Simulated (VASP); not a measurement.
Crystal: Si2B3.

```xyz
5
Lattice="2.4104 -2.8514 0.0000 2.4104 2.8514 0.0000 0.0000 0.0000 3.7687" Properties=species:S:1:pos:R:3 pbc="T T T"
Si    2.4104   -2.0525    0.0000
Si    2.4104    2.0525    0.0000
B     2.4104   -0.9160    1.8844
B     2.4104    0.9160    1.8844
B     0.0000    0.0000    1.8844
```

The cell was built by a generator and needn't be a form met in nature.

| Item | Value |
| --- | --- |
| Program | VASP 6.6.1 |
| Task | relaxation of cell and atoms |
| Functional | PBE |
| Potentials or basis | VASP PAW PBE potentials, release 64 (Si, B) |
| Cutoff | 520 eV |
| k mesh | 5 × 5 × 5 |
| Occupations | gaussian, width 0.15 eV |
| Spin | no spin polarisation |

At the start: pressure 43.9 GPa; volume 10.36 Å³/atom.

How do energy, volume and symmetry change on relaxing?

Over 22 steps the energy falls by 1771.6 meV/atom and the volume is 10.82 Å³/atom (+4.4 %); space group Cmmm (No. 65, to 0.05 Å).

The path:
| step | energy change (eV) | largest force (eV/Å) | pressure (GPa) | volume (Å³) |
| --- | --- | --- | --- | --- |
| 1 | 0.0000 | 30.8094 | 43.93 | 51.80 |
| 2 | 4.7925 | 35.6034 | 31.10 | 73.73 |
| 3 | -4.8587 | 1.3814 | -2.85 | 61.26 |
| 4 | -4.9964 | 1.3678 | -2.90 | 60.74 |
| 5 | -6.3030 | 1.4586 | -3.81 | 56.24 |
| 6 | -6.9955 | 1.0961 | -2.90 | 54.02 |
| 7 | -7.2098 | 0.8995 | -1.05 | 52.91 |
| 8 | -7.2328 | 0.9831 | 0.69 | 52.36 |
| 9 | -7.2349 | 0.8092 | 0.24 | 52.49 |
| 10 | -8.0748 | 0.9430 | -3.82 | 52.62 |
| 11 | -8.3712 | 2.6986 | -1.41 | 52.49 |
| 12 | -8.7814 | 0.3591 | 1.47 | 51.96 |
| 13 | -8.7816 | 0.3608 | 1.69 | 51.95 |
| 14 | -8.8071 | 0.1711 | 0.46 | 52.61 |
| 15 | -8.8455 | 0.3312 | -2.19 | 54.51 |
| 16 | -8.8429 | 0.4835 | -2.54 | 55.14 |
| 17 | -8.8465 | 0.3773 | -2.33 | 54.70 |
| 18 | -8.8516 | 0.2359 | -1.27 | 54.79 |
| 19 | -8.8523 | 0.2728 | -1.52 | 54.77 |
| 20 | -8.8558 | 0.1165 | -1.09 | 54.54 |
| 21 | -8.8576 | 0.1126 | -0.42 | 54.20 |
| 22 | -8.8581 | 0.0601 | -0.12 | 54.08 |

Final structure:
```
CELL_PARAMETERS angstrom
2.38361 -2.44756 0.00000
2.38361 2.44756 0.00000
0.00000 0.00000 4.63490
ATOMIC_POSITIONS crystal
Si 0.75584 0.24416 0.00000
Si 0.24416 0.75584 0.00000
B 0.66735 0.33265 0.50000
B 0.33265 0.66735 0.50000
B 0.00000 0.00000 0.50000
```
